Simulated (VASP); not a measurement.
All values below come from vdW-DF-cx, VASP's PBE PAW potentials (set 64) (plane waves; VASP).

VASP ran on this input.

POSCAR:
```
Ba
1
   -2.4423303636     2.4423303636     2.4423303636
    2.4423303636    -2.4423303636     2.4423303636
    2.4423303636     2.4423303636    -2.4423303636
Ba
1
Direct
  0.0000000000   0.0000000000   0.0000000000
```

File KPOINTS:
```
Automatic
0
Gamma
 12 12 12
```

### INCAR
```
! general
SYSTEM   = Ba
PREC     = Accurate
ENCUT    = 520
LREAL    = F
LASPH    = T

! electronic loop
EDIFF    = 1E-7
NELM     = 100
ALGO     = Normal
LMAXMIX  = 4

! smearing
ISMEAR   = -5

! functional
GGA      = CX
LUSE_VDW = T
AGGAC    = 0.0

! ions
ISIF     = 2

! output
LWAVE    = F
LCHARG   = T
LORBIT   = 11
NEDOS    = 601
```

POTCAR, in this order: Ba_sv (PBE.64 set). Program: vasp_std.

Unless said otherwise, spin-orbit coupling is left out, though it shifts the bands of the heavy elements here.

### Question
Predict the energy per atom (σ→0), band gap (on the k-mesh).

### Answer

energy per atom (σ→0): 0.145 eV/atom
band gap (on the k-mesh): none (metal, semimetal or under 0.01 eV)

OSZICAR:
```
...
DAV:   7     0.145047826376E+00   -0.10247E-02   -0.83816E-03  1483   0.110E+00    0.509E-02
DAV:   8     0.144663535039E+00   -0.38429E-03   -0.51519E-04  1740   0.168E-01    0.325E-02
DAV:   9     0.144654429813E+00   -0.91052E-05   -0.19639E-05  1827   0.389E-02    0.634E-03
DAV:  10     0.144650864216E+00   -0.35656E-05   -0.20214E-06  1907   0.136E-02    0.330E-03
DAV:  11     0.144649594512E+00   -0.12697E-05   -0.72630E-07  1470   0.105E-02    0.900E-04
DAV:  12     0.144649462431E+00   -0.13208E-06   -0.61392E-08   908   0.281E-03    0.125E-04
DAV:  13     0.144649450370E+00   -0.12061E-07   -0.47648E-09   798   0.527E-04
   1 F= 0.14464945E+00 E0= 0.14464945E+00  d E =0.000000E+00
```

The compound is Ba in the bcc structure. It was relaxed first, which changed the volume by -8 %.
